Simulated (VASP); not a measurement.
Computed with PBE GGA, VASP's PBE PAW potentials (set 64) (plane waves; VASP).

VASP input:

KPOINTS:
```
Automatic mesh
0
Gamma
8 8 8
0 0 0
```

INCAR:
```
SYSTEM = Rb
PREC = Accurate
ENCUT = 300
EDIFF = 1E-6
NELM = 100
ALGO = Normal
LREAL = .FALSE.
LASPH = .TRUE.
ISMEAR = -1
SIGMA = 0.136
GGA = PE
LMAXMIX = 4
LWAVE = .FALSE.
LCHARG = .FALSE.
ISIF = 2
```

**POSCAR**
```
Rb
2.8250
 -1.0000000000   1.0000000000   1.0000000000
  1.0000000000  -1.0000000000   1.0000000000
  1.0000000000   1.0000000000  -1.0000000000
Rb
1
direct
  0.0000000000   0.0000000000   0.0000000000
```

POTCAR, in this order: Rb_sv (PBE.64 set). Program: vasp_std.

The run wrote:

OUTCAR:
```
 ion  position               nearest neighbor table
   1  0.000  0.000  0.000-
  LATTYP: Found a body centered cubic cell.
 ALAT       =     5.6500000000
 Subroutine PRICEL returns:
 Original cell was already a primitive cell.
 Subroutine GETGRP returns: Found 48 space group operations
The static configuration has the point symmetry O_h .
The dynamic configuration has the point symmetry O_h .
 Subroutine INISYM returns: Found 48 space group operations
 Subroutine IBZKPT returns following result:
 Found     29 irreducible k-points:

 Following reciprocal coordinates:
            Coordinates               Weight
  0.000000  0.000000  0.000000      1.000000
  0.125000  0.000000  0.000000     12.000000
  0.250000  0.000000  0.000000     12.000000
  0.375000  0.000000  0.000000     12.000000
  0.500000  0.000000  0.000000      6.000000
  0.125000  0.125000  0.000000     24.000000
  0.250000  0.125000  0.000000     48.000000
  0.375000  0.125000  0.000000     48.000000
  0.250000  0.250000  0.000000     24.000000
  0.375000  0.250000  0.000000     24.000000
  0.125000  0.125000  0.125000      8.000000
  0.250000  0.125000  0.125000     24.000000
  0.375000  0.125000  0.125000     12.000000
 -0.125000  0.125000  0.125000      6.000000
  0.250000  0.250000  0.125000     24.000000
 -0.250000  0.250000  0.125000     24.000000
 -0.375000  0.375000  0.125000     24.000000
 -0.250000  0.375000  0.125000     24.000000
  0.500000  0.500000  0.125000     12.000000
 -0.375000  0.500000  0.125000     48.000000
 -0.375000 -0.375000  0.125000      8.000000
  0.250000  0.250000  0.250000      2.000000
 -0.250000  0.250000  0.250000      6.000000
 -0.375000  0.375000  0.250000     24.000000
  0.500000  0.500000  0.250000     12.000000
 -0.375000  0.500000  0.250000     24.000000
 -0.375000  0.375000  0.375000      6.000000
  0.500000  0.500000  0.375000     12.000000
  0.500000  0.500000  0.500000      1.000000
   k-points           NKPTS =     29   k-points in BZ     NKDIM =     29   number of bands    NBANDS=      8
   number of dos      NEDOS =    301   number of ions     NIONS =      1
   total plane-waves  NPLWV =  21952
   dimension x,y,z NGX =    28 NGY =   28 NGZ =   28
   dimension x,y,z NGXF=    56 NGYF=   56 NGZF=   56
   ions per type =               1
   PREC   = accura    normal or accurate (medium, high low for compatibility)
   ISTART =      0    job   : 0-new  1-cont  2-samecut
   ICHARG =      2    charge: 1-file 2-atom 10-const
   ISPIN  =      1    spin polarized calculation?
   LNONCOLLINEAR =      F non collinear calculations
   LSORBIT =      F    spin-orbit coupling
   INIWAV =      1    electr: 0-lowe 1-rand  2-diag
   ENCUT  =  300.0 eV  22.05 Ry    4.70 a.u.   6.91  6.91  6.91*2*pi/ulx,y,z
   NELM   =    100;   NELMIN=  2; NELMDL= -5     # of ELM steps
   EDIFF  = 0.1E-05   stopping-criterion for ELM
   LREAL  =      F    real-space projection
   NLSPLINE    = F    spline interpolate recip. space projectors
   LMAXMIX     =    4 max onsite mixed and CHGCAR
   VOSKOWN=      0    Vosko Wilk Nusair interpolation
   EDIFFG = 0.1E-04   stopping-criterion for IOM
   NSW    =      0    number of steps for IOM
   NBLOCK =      1;   KBLOCK =      1    inner block; outer block
   IBRION =     -1    ionic relax: 0-MD 1-quasi-New 2-CG
   NFREE  =      0    steps in history (QN), initial steepest desc. (CG)
   ISIF   =      2    stress and relaxation
   ISYM   =      2    0-nonsym 1-usesym 2-fastsym
   TEIN   =    0.0    initial temperature
   TEBEG  =    0.0;   TEEND  =   0.0 temperature during run
   SMASS  =  -3.00    Nose mass-parameter (am)
   PSTRESS=    0.0 pullay stress
...
```

**OSZICAR**
```
       N       E                     dE             d eps       ncg     rms          rms(c)
DAV:   1     0.349278515943E+02    0.34928E+02   -0.24991E+03   472   0.530E+02
DAV:   2     0.549282240231E+00   -0.34379E+02   -0.34095E+02   488   0.122E+02
DAV:   3    -0.938363331409E+00   -0.14876E+01   -0.14871E+01   672   0.288E+01
DAV:   4    -0.960502628501E+00   -0.22139E-01   -0.22128E-01   720   0.301E+00
DAV:   5    -0.960798465489E+00   -0.29584E-03   -0.29583E-03   720   0.178E-01    0.112E+00
DAV:   6    -0.961330339105E+00   -0.53187E-03   -0.17810E-03   736   0.286E-01    0.675E-01
DAV:   7    -0.962209136301E+00   -0.87880E-03   -0.32848E-03   616   0.383E-01    0.445E-02
DAV:   8    -0.962319294185E+00   -0.11016E-03   -0.12069E-04   648   0.101E-01    0.154E-02
DAV:   9    -0.962325708786E+00   -0.64146E-05   -0.57280E-06   760   0.189E-02    0.459E-03
DAV:  10    -0.962325101902E+00    0.60688E-06   -0.27684E-06   584   0.107E-02
   1 F= -.96232510E+00 E0= -.93359956E+00  d E =-.574511E-01
```

File OUTCAR:
```
------------------------ aborting loop because EDIFF is reached ----------------------------------------
  FORCE on cell =-STRESS in cart. coord.  units (eV):
  Direction    XX          YY          ZZ          XY          YZ          ZX
  --------------------------------------------------------------------------------------
  Total        0.0043329      0.0043329      0.0043329      0.0000000      0.0000000     -0.0000000
  in kB        0.0769789      0.0769789      0.0769789      0.0000000      0.0000000     -0.0000000
  external PRESSURE =       0.0769789 kB  Pullay stress =       0.0000000 kB
  volume of cell :       90.18
      direct lattice vectors                 reciprocal lattice vectors
    -2.825000000  2.825000000  2.825000000     0.000000000  0.176991150  0.176991150
     2.825000000 -2.825000000  2.825000000     0.176991150  0.000000000  0.176991150
     2.825000000  2.825000000 -2.825000000     0.176991150  0.176991150  0.000000000
 POSITION                                       TOTAL-FORCE (eV/Angst)
 -----------------------------------------------------------------------------------
      0.00000      0.00000      0.00000         0.000000     -0.000000     -0.000000
 -----------------------------------------------------------------------------------
    total drift:                                0.000000      0.000000      0.000000
  FREE ENERGIE OF THE ION-ELECTRON SYSTEM (eV)
  ---------------------------------------------------
  free  energy   TOTEN  =        -0.9623251019 eV

  energy  without entropy=       -0.9048740232  energy(sigma->0) =       -0.93359956
```
(Selected blocks of OUTCAR.)

At this cut-off the stress carries a Pulay error, which pulls relaxed volumes low.

The structure is a typed Rb crystal. The cell was not relaxed at this level.
